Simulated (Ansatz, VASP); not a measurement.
**VSeS (2H-VSSe monolayer): VASP beside Ansatz**

Wanted: the spread between two codes on one cell, functional and k mesh. The structure shown is the start of the Ansatz relaxation below; VASP solves that cell, so the two are compared at the walk's first step.

Program: Ansatz 0.2.0. Level of theory: plane waves, with VASP 6.6.1 beside it; single point at PBE with D3(BJ). Results are calculated unless marked as measured.

## 1. The starting structure

The cell holds 3 atoms: 1 Se, 1 V and 1 S. Cell: a = 3.250 Å, b = 3.250 Å, c = 37.766 Å, α = 90.0°, β = 90.0°, γ = 120.0°. Vacuum lies along c.

## 2. Ansatz: relaxation, PBE with D3(BJ)

Ansatz runs on its default PAW (the set named soft_2) files.

The two programs are compared at the cell with which this relaxation starts, whose forces are those of its first step.

Input file input.yaml:

```yaml
crystal:
  lattice:
    - [3.25, 0.0, 0.0]
    - [-1.625, 2.8145825623, 0.0]
    - [0.0, 0.0, 37.7660927913]
  atoms:
    - { symbol: Se, position: [0.3333333333, 0.6666666667, 0.4554349875] }
    - { symbol: V, position: [0.0, 0.0, 0.5029758306], spin: 1.0 }
    - { symbol: S, position: [0.3333333333, 0.6666666667, 0.5445650125] }
  periodic: [true, true, false]
magnetization:
  spin_polarized: true
kpoints:
  mp_grid: { grid: [12, 12, 1] }
hamiltonian:
  xc: pbe
  dispersion: d3bj
scf:
  occupations: { method: fermi_dirac, width: 0.05 }
  convergence: { dr2_threshold: 1.0e-09 }
relax:
  f_tol: 0.004
  max_steps: 90
  cell: {}
output:
  write_potential: true
  write_density: true
  volumetric_format: npy
```

Command:

```console
$ ansatz run input.yaml --threads 2 --pin off --max-ram 3072MiB --backend cpu --events-out ev --progress --plain --runs-dir out
```

Numbers of over 12 decimals in the logs are rounded to 6 here.

What it wrote:

```text
Warning: relax.cell: scf.convergence.dr2_threshold = 1e-9 eV is looser than the 1.6792382221e-10 eV advised for a relaxation that steers and ends on the stress (1e-10 eV for each atom of the cell: 3, times the square of relax.cell.stress_2d_tol = 0.05 N/m over 13.4 Å (the atoms' height at the walk's start and 5 Å past either face), 3.741e-2 GPa, over a crystal's default 0.05). What an SCF threshold leaves in a stress goes as its square root, and in the free energy as the threshold itself, and one threshold admits the most on a small cell: [figures from the program's tests cut] Set scf.convergence.dr2_threshold to 1.6792382221e-10 eV or tighter. [rest of the remark cut]
Engine: ansatz 0.2.0, x86_64-unknown-linux-gnu
Pseudopotentials: kind: paw
Pseudopotential: Se, paw, valence charge 16, recommended cutoff 420 eV (normal), Se.paw.azcp
Pseudopotential: V, paw, valence charge 13, recommended cutoff 420 eV (normal), V.paw.azcp
Pseudopotential: S, paw, valence charge 6, recommended cutoff 420 eV (normal), S.paw.azcp
Functional definition: PBE
  parameter kappa = 0.804
  parameter beta = 0.066725
  exchange = pbe_x(kappa = kappa, mu = beta*pi^2/3)
  correlation = pbe_c(beta = beta)
Crystal: 3 atoms, lattice volume = 345.461 Å³
Basis set: ecut = 420 eV, 6895 PW (Γ), exchange–correlation on 48×48×512 points (8 copies of the dense FFT grid, shifted against one another)
Bands: 22, of which v1, the nominal top of the filled ones, is band 18 counted from 1 (17 counted from 0)
Symmetry: 6 space group operations
Space group: P3m1 (ITA 156), of the structure as read, at distance tolerance 7.0e-5 Å
Magnetic group: BNS 156.49 (UNI 1279), of the structure as read, at distance tolerance 7.0e-5 Å
k-points: 19 of 144 (time reversal used)
Non-local potential: Se, projectors of the file, l = 0: 2, l = 1: 2, l = 2: 3, l = 3: 1
Non-local potential: V, projectors of the file, l = 0: 3, l = 1: 2, l = 2: 3, l = 3: 1
Non-local potential: S, projectors of the file, l = 0: 2, l = 1: 2, l = 2: 2
PAW form: soft (Blöchl's): semilocal exchange-correlation on the pseudo side does not see the compensation charge
PAW one-centre angular grid: Se, 590 points (default); XC on 64 Gauss nodes
PAW one-centre angular grid: V, 590 points (default); XC on 64 Gauss nodes
PAW one-centre angular grid: S, 110 points (default); XC on 64 Gauss nodes
Initial density: superposition of atomic densities (neutral atoms: chi_scale 0, normalization atom)
Starting moments: Σ|m| = 1 μB on 1 of 3 sites
Initial wavefunctions: pseudopotential atomic-orbital guess
Functional: x = pbe(κ = 0.804, μ = 0.219515), c = pbe(β = 0.066725)
SCF iter   1: F=—  HF=-9287.344345 eV  |F-HF|=—  |Δ(HF+E_count)|=         —  Δρ=1.24e-2 (↑1.24e-2 ↓1.01e-2)  dr2=2.47e0  dr2_m=2.83e-2  M=0.848 μB ∫|m|=1.030 μB  β_m=0.30  ethr=3.10e-3  ⟨swp⟩=14.6  Hψ=6321  notcnv=0
Mixer restart at iter 1: flushing history
preconditioner: auto → LDOS  [metal: Δε(μ)=0.119 eV  Ē_g=7.209 eV  σ=0.050 eV  W_gap=0.42  n_scr=22 (ndim 8)  ℏωp=8.2 eV  f_vac=0.801  D(μ)=1.33/eV (n_scr^D=10)]
spin=Collinear: LDOS preconditioning applied to the charge; magnetization (m = ρ↑ − ρ↓) channel mixes plain (no charge-response kernel on spin).
SCF iter   2: F=—  HF=-9286.660205 eV  |F-HF|=—  |Δ(HF+E_count)|=   6.84e-1  Δρ=6.21e-3 (↑6.21e-3 ↓6.05e-3)  dr2=5.09e-1  dr2_m=1.13e-2  M=0.881 μB ∫|m|=1.080 μB  β_m=0.40  ethr=3.10e-3  ⟨swp⟩=2.9  Hψ=1654  notcnv=0
SCF iter   3: F=—  HF=-9286.535169 eV  |F-HF|=—  |Δ(HF+E_count)|=   1.25e-1  Δρ=2.74e-3 (↑2.05e-3 ↓2.74e-3)  dr2=4.00e-2  dr2_m=4.14e-3  M=0.922 μB ∫|m|=1.135 μB  β_m=0.57  ethr=1.46e-3  ⟨swp⟩=3.4  Hψ=1890  notcnv=0
SCF iter   4: F=—  HF=-9286.575290 eV  |F-HF|=—  |Δ(HF+E_count)|=         —  Δρ=1.97e-3 (↑1.01e-3 ↓1.97e-3)  dr2=1.23e-2  dr2_m=5.57e-3  M=0.976 μB ∫|m|=1.253 μB  β_m=0.57  ethr=1.14e-4  ⟨swp⟩=3.6  Hψ=2045  notcnv=0
SCF iter   5: F=—  HF=-9286.581236 eV  |F-HF|=—  |Δ(HF+E_count)|=   5.95e-3  Δρ=1.07e-3 (↑7.92e-4 ↓1.07e-3)  dr2=1.40e-3  dr2_m=2.59e-3  M=0.987 μB ∫|m|=1.301 μB  β_m=0.78  ethr=3.52e-5  ⟨swp⟩=2.6  Hψ=1385  notcnv=0
SCF iter   6: F=—  HF=-9286.583378 eV  |F-HF|=—  |Δ(HF+E_count)|=         —  Δρ=7.32e-4 (↑7.32e-4 ↓3.73e-4)  dr2=1.07e-2  dr2_m=7.08e-4  M=0.991 μB ∫|m|=1.340 μB  β_m=0.78  ethr=3.99e-6  ⟨swp⟩=3.4  Hψ=1878  notcnv=0
[...]
SCF iter   9: F=—  HF=-9286.874873 eV  |F-HF|=—  |Δ(HF+E_count)|=   1.27e-8  Δρ=1.19e-7 (↑1.19e-7 ↓1.10e-7)  dr2=1.78e-10  dr2_m=1.49e-11  M=0.914 μB ∫|m|=1.118 μB  β_m=0.66  ethr=5.29e-12  ⟨swp⟩=3.1  Hψ=1451  notcnv=0
SCF iter  10: F=-9286.874873 eV  HF=-9286.874873 eV  |F-HF|=7.79e-10  |Δ(HF+E_count)|=   3.56e-9  Δρ=1.17e-7 (↑1.17e-7 ↓7.78e-8)  dr2=2.57e-10  dr2_m=3.86e-12  M=0.914 μB ∫|m|=1.118 μB  ethr=1.00e-12  ⟨swp⟩=7.7  Hψ=5273  notcnv=0
SCF 5 converged in 10 iterations: F = -9286.874873 eV  dr2 = 2.57e-10
relax step   5: F+E_penalty+E_count = -9286.87487347 eV  Δ(F+E_penalty+E_count) = -9.538e-5 eV  max|allowed force component| = 2.788e-3 eV/Å  Δτ_max = 0.0022 Å  P = +0.003 N/m  Ω = 338.869 Å³  energy of the carried Pulay correction = +1.467e-4 eV  fix = [c, alpha, beta]  reactions: c +0.000 N/m  (10 SCF iters, accepted)
Initial wavefunctions: pseudopotential atomic-orbital guess (no wavefunctions were taken with the density)
iter 1 solved again at ethr=2.38e-8 eV; its pass at ethr=3.10e-3 eV (dr2=8.34e-6 eV) is discarded
SCF iter   1: F=—  HF=-9286.874713 eV  |F-HF|=—  |Δ(HF+E_count)|=         —  Δρ=4.73e-6 (↑4.44e-6 ↓4.73e-6)  dr2=1.54e-7  dr2_m=1.72e-9  M=0.914 μB ∫|m|=1.118 μB  β_m=0.65  ethr=2.38e-8  ⟨swp⟩=7.4  Hψ=10697  notcnv=0
preconditioner: auto → LDOS  [metal: Δε(μ)=0.081 eV  Ē_g=7.216 eV  σ=0.050 eV  W_gap=0.34  n_scr=18 (ndim 8)  ℏωp=8.3 eV  f_vac=0.813  D(μ)=0.99/eV (n_scr^D=8)]
spin=Collinear: LDOS preconditioning applied to the charge; magnetization (m = ρ↑ − ρ↓) channel mixes plain (no charge-response kernel on spin).
SCF iter   2: F=—  HF=-9286.874707 eV  |F-HF|=—  |Δ(HF+E_count)|=   6.73e-6  Δρ=2.11e-6 (↑2.11e-6 ↓2.06e-6)  dr2=1.86e-7  dr2_m=3.86e-10  M=0.914 μB ∫|m|=1.118 μB  β_m=0.47  ethr=4.40e-10  ⟨swp⟩=3.0  Hψ=1722  notcnv=0
SCF iter   3: F=—  HF=-9286.874707 eV  |F-HF|=—  |Δ(HF+E_count)|=   7.59e-9  Δρ=1.61e-6 (↑1.61e-6 ↓1.39e-6)  dr2=4.08e-8  dr2_m=3.54e-10  M=0.914 μB ∫|m|=1.118 μB  β_m=0.45  ethr=4.40e-10  ⟨swp⟩=2.7  Hψ=1140  notcnv=0
SCF iter   4: F=—  HF=-9286.874707 eV  |F-HF|=—  |Δ(HF+E_count)|=   1.35e-8  Δρ=6.21e-7 (↑6.21e-7 ↓5.87e-7)  dr2=2.21e-9  dr2_m=3.54e-11  M=0.914 μB ∫|m|=1.118 μB  β_m=0.52  ethr=1.17e-10  ⟨swp⟩=2.2  Hψ=1147  notcnv=0
SCF iter   5: F=—  HF=-9286.874707 eV  |F-HF|=—  |Δ(HF+E_count)|=   2.27e-8  Δρ=2.52e-7 (↑2.52e-7 ↓2.12e-7)  dr2=3.56e-10  dr2_m=8.27e-12  M=0.914 μB ∫|m|=1.118 μB  β_m=0.59  ethr=6.30e-12  ⟨swp⟩=3.3  Hψ=1818  notcnv=0
SCF iter   6: F=-9286.874707 eV  HF=-9286.874707 eV  |F-HF|=2.36e-9  |Δ(HF+E_count)|=   1.12e-8  Δρ=9.79e-8 (↑9.79e-8 ↓7.41e-8)  dr2=1.30e-10  dr2_m=1.88e-12  M=0.914 μB ∫|m|=1.118 μB  ethr=1.02e-12  ⟨swp⟩=9.5  Hψ=5949  notcnv=0
SCF 6 converged in 6 iterations: F = -9286.874707 eV  dr2 = 1.30e-10
relax step   6: F+E_penalty+E_count = -9286.87470664 eV  Δ(F+E_penalty+E_count) = +1.668e-4 eV  max|allowed force component| = 2.757e-3 eV/Å  Δτ_max = 0.0000 Å  P = +0.005 N/m  Ω = 338.869 Å³  fix = [c, alpha, beta]  reactions: c +0.000 N/m  stress off target by 5.29e-3 N/m on what of the cell is left free  SCF on the basis re-selected at this cell (its energy is not comparable with the rows above)  (6 SCF iters)
basis re-selected at this cell: Δ(F+E_penalty+E_count) = +1.668e-4 eV, ΔP = +0.002 N/m vs the last step (what re-selecting the basis moved, of the pressure what is left beyond the Pulay correction that the steps carried, after the strain that the cell walked since its last selection, with what the two solves' SCF thresholds leave and, on support functions, any second-order correction that the steps lacked; it is no m [...]
WARN: The output density's exchange-correlation potential varies sharply where the density is thin. Do not read a vacuum level from v_tot or v_xc, or from such a field of the output density. On a cell that repeats whose density bears no net charge and no dipole along the vacuum's axis use v_es (v_loc + v_h of the components); under efield.dipole_correction with no amplitude use v_es + v_field, which holds any externa [...]
SCF converged after 6 iterations
Magnetization: 0.9143 μB (17.9572 up, 17.0428 down)
Absolute magnetization: 1.1143 μB (∫|ρ↑−ρ↓|, with the PAW one-centre terms)
Spin contamination: 0.0203 ħ² per cell (⟨S²⟩ above its minimum at these occupations)
Per-site moments (μB) at R_I (Å): [(-0.047794, 1.028682), (0.749005, 0.965552), (-0.00134752, 0.965552)]
Free energy (F): -9286.874707 eV
Harris-Foulkes:  -9286.874707 eV  (|F-HF|=2.36e-9)
Internal energy: -9286.866520 eV  (E = F + TS)
E sigma→0 (E₀):  -9286.870613 eV
Entropy (-TS):   -0.008187 eV (-2.729 meV/atom)
Fermi energy:    -5.568375 eV
--- Per-component energies (eV) ---
  E_band       = -1111.171394
  E_kinetic    = 562.761642
  E_local      = -102380.586475  (includes V_loc(G=0)·N_el)
  E_nonlocal   = -613.131190
  E_hartree    = 50827.551017
  E_xc         = -332.436729
  E_vxc        = -351.848779  (∫ρ·V_xc dr)
  E_paw        = -3624.168405  (= ΣΔE_a)
  E_vpaw       = 16.532667  (= ΣTr[D̂ρ^β])
  E_aug_tail   = -0.000334  (compensation charges beyond the density's cutoff)
  E_ewald      = 46274.079573
  E_disp       = -0.935617  (pairwise vdW)
  E_smearing   = -0.008187  (= −TS)
  E_closure    = -0.000000  (closes the sum)
  Σ components = -9286.874707   (vs F -9286.874707, Δ=0.00e0)
--- Forces (eV/Å), atoms counted from 1 ---
  atom   1  Se     0.00000000    -0.00000000     0.00021054
  atom   2  V      0.00000000     0.00000000    -0.00275675
  atom   3  S      0.00000000    -0.00000000     0.00254583
  max |Σ_I F_I| component: 3.74e-7 eV/Å
--- 2D stress c σ (N/m, compression-positive) ---
        0.005290       0.000000       0.000000
        0.000000       0.005290       0.000000
        0.000000       0.000000       0.000000
  P = ½ c Tr σ = 0.0053 N/m
--- Band table (eV; the first three rows and the last of 38) ---
  k-point 0 ↑: bands = [... 14 lower, -7.3581, -6.3940, -6.3940, -5.5109, -2.9875, -2.9875, -2.6879, -2.6879]
  k-point 1 ↑: bands = [... 14 lower, -7.3934, -6.4971, -6.4552, -5.5473, -3.2087, -3.1278, -2.9992, -2.7496]
  k-point 2 ↑: bands = [... 14 lower, -7.6049, -6.7016, -6.6623, -5.7214, -3.8455, -3.4335, -3.3157, -2.6282]
  k-point 18 ↓: bands = [... 14 lower, -8.8080, -8.6978, -6.9879, -4.8621, -3.7635, -3.0366, -2.7596, -1.8107]
  the weakly bound empty levels are not read free of the cell's end (no_gap_told)
--- Relaxed structure (5 steps of the walk, 5 accepted, 1 SCFs on fresh bases) ---
  F+E_penalty+E_count = -9286.87470664 eV   max|allowed force component| = 2.757e-3 eV/Å   (the final SCF, on the basis selected at the relaxed cell)
  cell:  # Å, volume = 338.8690 Å³
    - [3.218841, 0, 0]
    - [-1.609421, 2.787598, 0]
    - [0, 0, 37.7660927913]
  atoms:
    - { symbol: Se, position: [0.333333, 0.666667, 0.459076] }
    - { symbol: V, position: [2.2743416583650694e-19, -3.700743415524894e-17, 0.503108] }
    - { symbol: S, position: [0.333333, 0.666667, 0.540792] }
```

(Part 1 of 2 ends here.)

[Lines on the potential files, build, host, timing and source positions are cut from VASP's logs without a mark.]

[Logs are printed without paths, hosts, clocks, repeated set-up lines and the standing remarks that a program may print on its own settings, such as how far it seeks lower states.]

[Hosts, paths, dates, database ids (printed as entryN), source tags and the programs' standing remarks are cut or masked in the printed files.]
